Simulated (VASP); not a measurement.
# InB3 (Pm-3m) in VASP: reference runs

Reference runs on InB3: the cell as given.

Program: VASP 6.6.1. These are calculated values, not measurements. Logs are shortened: lines on timing, memory, paths and dates and some standing lists are left out, and cuts for length are marked.

## 1. Starting point

Symmetry: Pm-3m, No. 221, cubic system. The conventional cell has a = 3.584 Å, b = 3.584 Å, c = 3.584 Å, α = 90.00°, β = 90.00°, γ = 90.00°. Around In (site symmetry m-3m) lie 12 B at 2.53 Å. Around B (site symmetry 4/mmm) lie 4 In at 2.53 Å and 8 B at 2.53 Å.

The cell was built by a generator and needn't be a form met in nature.

## 2. Single point, PBE

INCAR reads:

```
  PREC = Accurate
  ENCUT = 520
  EDIFF = 1E-7
  ISMEAR = -1
  SIGMA = 0.05
  LREAL = F
  LASPH = T
  NELM = 60
  ALGO = Normal
  ISIF = 2
  LWAVE = F
  LCHARG = F
  GGA = PE
  NBANDS = 19
```

KPOINTS reads:

```
regular mesh
0
Gamma
  8 8 8
```

POSCAR reads:

```
InB3
1.0
    3.5840100000      0.0000000000      0.0000000000
    0.0000000000      3.5840100000      0.0000000000
    0.0000000000      0.0000000000      3.5840100000
In B
1 3
Direct
    0.0000000000      0.0000000000      0.0000000000
    0.0000000000      0.5000000000      0.5000000000
    0.5000000000      0.0000000000      0.5000000000
    0.5000000000      0.5000000000      0.0000000000
```

Potentials or basis: VASP PAW PBE potentials, release 64 (In_d, B).

Launch:

```bash
$ cat potpaw_PBE.64/In_d/POTCAR potpaw_PBE.64/B/POTCAR > POTCAR
$ mpirun -np 1 vasp_std > vasp.out
```

OUTCAR:

```text
PREC = Accurate
   ENCUT = 520
   EDIFF = 1E-7
   ISMEAR = -1
   LREAL = F
   LASPH = T
   NELM = 60
   ISIF = 2
   GGA = PE

 ion  position               nearest neighbor table
   1  0.000  0.000  0.000-   2 2.53   3 2.53   4 2.53   2 2.53   3 2.53   2 2.53   4 2.53   2 2.53
                             3 2.53   4 2.53   3 2.53   4 2.53
   2  0.000  0.500  0.500-   1 2.53   1 2.53   1 2.53   1 2.53
   3  0.500  0.000  0.500-   1 2.53   1 2.53   1 2.53   1 2.53
   4  0.500  0.500  0.000-   1 2.53   1 2.53   1 2.53   1 2.53

  LATTYP: Found a simple cubic cell.
 ALAT       =     3.5840100000

  Lattice vectors:

 A1 = (   3.5840100000,   0.0000000000,   0.0000000000)
 A2 = (   0.0000000000,   3.5840100000,   0.0000000000)
 A3 = (   0.0000000000,   0.0000000000,   3.5840100000)

Analysis of symmetry for initial positions (statically):
=====================================================================
 Subroutine PRICEL returns:
 Original cell was already a primitive cell.

 Routine SETGRP: Setting up the symmetry group for a
 simple cubic supercell.

 Subroutine GETGRP returns: Found 48 space group operations
 (whereof 48 operations were pure point group operations)
 out of a pool of 48 trial point group operations.

The static configuration has the point symmetry O_h .

Analysis of symmetry for dynamics (positions and initial velocities):
=====================================================================
 Subroutine PRICEL returns:
 Original cell was already a primitive cell.

 Routine SETGRP: Setting up the symmetry group for a
 simple cubic supercell.

 Subroutine GETGRP returns: Found 48 space group operations
 (whereof 48 operations were pure point group operations)
 out of a pool of 48 trial point group operations.

The dynamic configuration has the point symmetry O_h .

 Subroutine INISYM returns: Found 48 space group operations
 (whereof 48 operations are pure point group operations),
 and found     1 'primitive' translations

----------------------------------------------------------------------------------------

                                     Primitive cell

  volume of cell :      46.0371

  direct lattice vectors                    reciprocal lattice vectors
     3.584010000  0.000000000  0.000000000     0.279017079  0.000000000  0.000000000
     0.000000000  3.584010000  0.000000000     0.000000000  0.279017079  0.000000000
     0.000000000  0.000000000  3.584010000     0.000000000  0.000000000  0.279017079

  length of vectors
     3.584010000  3.584010000  3.584010000     0.279017079  0.279017079  0.279017079

  position of ions in fractional coordinates (direct lattice)
     0.000000000  0.000000000  0.000000000
     0.000000000  0.500000000  0.500000000
     0.500000000  0.000000000  0.500000000
     0.500000000  0.500000000  0.000000000

  ion indices of the primitive-cell ions
   primitive index   ion index
                 1           1
                 2           2
                 3           3
                 4           4

----------------------------------------------------------------------------------------

 KPOINTS: regular mesh

Automatic generation of k-mesh.
 Grid dimensions read from file:
 generate k-points for:    8    8    8

 Generating k-lattice:

  Cartesian coordinates                     Fractional coordinates (reciprocal lattice)
     0.034877135  0.000000000  0.000000000     0.125000000  0.000000000  0.000000000
     0.000000000  0.034877135  0.000000000     0.000000000  0.125000000  0.000000000
     0.000000000  0.000000000  0.034877135     0.000000000  0.000000000  0.125000000

  Length of vectors
     0.034877135  0.034877135  0.034877135

  Shift w.r.t. Gamma in fractional coordinates (k-lattice)
     0.000000000  0.000000000  0.000000000

 Subroutine IBZKPT returns following result:
 ===========================================

 Found     35 irreducible k-points:

 Following reciprocal coordinates:
            Coordinates               Weight
  0.000000  0.000000  0.000000      1.000000
  0.125000  0.000000  0.000000      6.000000
  0.250000  0.000000  0.000000      6.000000
  0.375000  0.000000  0.000000      6.000000
  0.500000  0.000000  0.000000      3.000000
  0.125000  0.125000  0.000000     12.000000
[... 16 lines left out ...]
  0.375000  0.375000  0.125000     24.000000
  0.500000  0.375000  0.125000     24.000000
 [... further k-points ...]
   k-points           NKPTS =     35   k-points in BZ     NKDIM =     35   number of bands    NBANDS=     19
   number of dos      NEDOS =    301   number of ions     NIONS =      4
   total plane-waves  NPLWV =  21952
   dimension x,y,z NGX =    28 NGY =   28 NGZ =   28
   dimension x,y,z NGXF=    56 NGYF=   56 NGZF=   56
   ions per type =               1   3
   NGX,Y,Z   is equivalent  to a cutoff of  12.99, 12.99, 12.99 a.u.
   NGXF,Y,Z  is equivalent  to a cutoff of  25.98, 25.98, 25.98 a.u.
 SYSTEM =  unknown system
   PREC   = accura    normal or accurate (medium, high low for compatibility)
   ISTART =      0    job   : 0-new  1-cont  2-samecut
   ICHARG =      2    charge: 1-file 2-atom 10-const
   ISPIN  =      1    spin polarized calculation?
   LNONCOLLINEAR =      F non collinear calculations
   LSORBIT =      F    spin-orbit coupling
   LASPH  =      T    aspherical Exc in radial PAW
   ENCUT  =  520.0 eV  38.22 Ry    6.18 a.u.   6.66  6.66  6.66*2*pi/ulx,y,z
   NELM   =     60;   NELMIN=  2; NELMDL= -5     # of ELM steps
   EDIFF  = 0.1E-06   stopping-criterion for ELM
   LREAL  =      F    real-space projection
   EDIFFG = 0.1E-05   stopping-criterion for IOM
   NSW    =      0    number of steps for IOM
   IBRION =     -1    ionic relax: 0-MD 1-quasi-New 2-CG
   NFREE  =      0    steps in history (QN), initial steepest desc. (CG)
   ISIF   =      2    stress and relaxation
   ISYM   =      2    0-nonsym 1-usesym 2-fastsym
   POTIM  = 0.5000    time-step for ionic-motion
   TEBEG  =    0.0;   TEEND  =   0.0 temperature during run
   PSTRESS=    0.0 pullay stress
   NELECT =      22.0000    total number of electrons
   NUPDOWN=      -1.0000    fix difference up-down
   EMIN   =  10.00;   EMAX   =-10.00  energy-range for DOS
   EFERMI =   0.00;   METHOD = LEGACY
   ISMEAR =    -1;   SIGMA  =   0.05  broadening in eV -4-tet -1-fermi 0-gaus
   EFERMI_NEDOS =   21; number of points for ismear=-14 and -15
   IALGO  =     38    algorithm
   IMIX   =      4    mixing-type and parameters
     AMIX     =   0.40;   BMIX     =  1.00
     AMIX_MAG =   1.60;   BMIX_MAG =  1.00
  volume/ion in A,a.u.               =      11.51        77.67
  Fermi-wavevector in a.u.,A,eV,Ry     =   1.279911  2.418681 22.288693  1.638173
  Thomas-Fermi vector in A             =   2.412369
   LORBIT       =      0    0 simple, 1 ext, 2 COOP (PROOUT), +10 PAW based schemes
   GGA     = PE    functional components
   LHFCALC =     F    Hartree Fock is set to
   AEXX    =    0.0000 exact exchange contribution
   IVDW    =     0    specifies the selected vdW correction
   LEPSILON=     F    determine dielectric tensor
   LRPA    =     F    only Hartree local field effects (RPA)
 non-spin polarized calculation
  energy-cutoff  :      520.00
  volume of cell :       46.04
 maximum number of plane-waves:      1260
 NGX is ok and might be reduce to    28
   NGX = 13   NGY = 13   NGZ = 13

 number of electron      21.9999986 magnetization

 Free energy of the ion-electron system (eV)
  ---------------------------------------------------
  ext. energy  EPLUGINS =         0.00000000
  ---------------------------------------------------
  free energy    TOTEN  =       -14.50281367 eV

  energy without entropy =      -14.49143187  energy(sigma->0) =      -14.49712277

 E-fermi :   7.9101     XC(G=0): -11.5412

 val. band max:        7.8769174061   @ k =   0.5000   0.5000   0.2500
 cond. band min:       7.9210894828   @ k =   0.5000   0.2500   0.0000
 fundamental gap:      0.0441720767
 Fermi energy:         7.9100598463

 k-point     1 :       0.0000    0.0000    0.0000
  band No.  band energies     occupation
      1      -6.9670      2.00000
      2      -6.9670      2.00000
      3      -6.6812      2.00000
      4      -6.6812      2.00000
      5      -6.6812      2.00000
      6      -5.3843      2.00000
[... 11 lines left out ...]
     18      13.5815      0.00000
     19      19.7289      0.00000

 k-point     2 :       0.1250    0.0000    0.0000
  band No.  band energies     occupation
      1      -6.9635      2.00000
      2      -6.9387      2.00000
      3      -6.7026      2.00000
      4      -6.7026      2.00000
      5      -6.6800      2.00000
      6      -5.2134      2.00000
[... 11 lines left out ...]
     18      13.2738      0.00000
     19      19.5685      0.00000

 k-point     3 :       0.2500    0.0000    0.0000
  band No.  band energies     occupation
      1      -6.9553      2.00000
      2      -6.8757      2.00000
      3      -6.7531      2.00000
      4      -6.7531      2.00000
      5      -6.6770      2.00000
      6      -4.6920      2.00000
[... 11 lines left out ...]
     18      13.0629      0.00000
     19      19.0448      0.00000

 k-point     4 :       0.3750    0.0000    0.0000
  band No.  band energies     occupation
      1      -6.9470      2.00000
      2      -6.8184      2.00000
      3      -6.8025      2.00000
      4      -6.8025      2.00000
      5      -6.6740      2.00000
      6      -3.8139      2.00000
[... 407 lines left out ...]
     18      13.5074      0.00000
     19      17.1467      0.00000

 k-point    23 :       0.3750    0.3750    0.1250
  band No.  band energies     occupation
      1      -6.9888      2.00000
      2      -6.8341      2.00000
      3      -6.8150      2.00000
      4      -6.8117      2.00000
      5      -6.6432      2.00000
      6      -2.0764      2.00000
[... 11 lines left out ...]
     18      14.4241      0.00000
     19      16.5760      0.00000

 k-point    24 :       0.5000    0.3750    0.1250
  band No.  band energies     occupation
      1      -7.0174      2.00000
      2      -6.8341      2.00000
      3      -6.8259      2.00000
      4      -6.8098      2.00000
      5      -6.6098      2.00000
      6      -0.9464      2.00000
[... 11 lines left out ...]
     18      14.3992      0.00000
     19      16.5689      0.00000

 [... further k-points ...]

------------------------ aborting loop because EDIFF is reached ----------------------------------------

  FORCE on cell =-STRESS in cart. coord.  units (eV):
  Direction    XX          YY          ZZ          XY          YZ          ZX
  --------------------------------------------------------------------------------------
  -------------------------------------------------------------------------------------
  Total        0.1524777      0.1524777      0.1524777      0.0000000      0.0000000     -0.0000000
  in kB        5.3065130      5.3065130      5.3065130      0.0000000      0.0000000     -0.0000000
  external PRESSURE =       5.3065130 kB  Pullay stress =       0.0000000 kB

 VOLUME and BASIS-vectors are now :
 -----------------------------------------------------------------------------
  energy-cutoff  :      520.00
  volume of cell :       46.04
      direct lattice vectors                 reciprocal lattice vectors
     3.584010000  0.000000000  0.000000000     0.279017079  0.000000000  0.000000000
     0.000000000  3.584010000  0.000000000     0.000000000  0.279017079  0.000000000
     0.000000000  0.000000000  3.584010000     0.000000000  0.000000000  0.279017079

 POSITION                                       TOTAL-FORCE (eV/Angst)
 -----------------------------------------------------------------------------------
      0.00000      0.00000      0.00000         0.000000      0.000000      0.000000
      0.00000      1.79201      1.79201         0.000000      0.000000      0.000000
      1.79201      0.00000      1.79201         0.000000      0.000000      0.000000
      1.79201      1.79201      0.00000         0.000000      0.000000      0.000000
 -----------------------------------------------------------------------------------
    total drift:                               -0.000000     -0.000000     -0.000000

  FREE ENERGIE OF THE ION-ELECTRON SYSTEM (eV)
  ---------------------------------------------------
  free  energy   TOTEN  =       -14.5028136691 eV

  energy  without entropy=      -14.4914318656  energy(sigma->0) =      -14.49712277
```

Wall time 36 s (1 thread of Intel Xeon Platinum 8488C (Sapphire Rapids), shared host); peak memory 0.16 GiB.

Results:

```
Free energy            : -14.5028 eV
Pressure               : 0.5 GPa
Band gap on the k mesh : none (metal or under the smearing width)
```
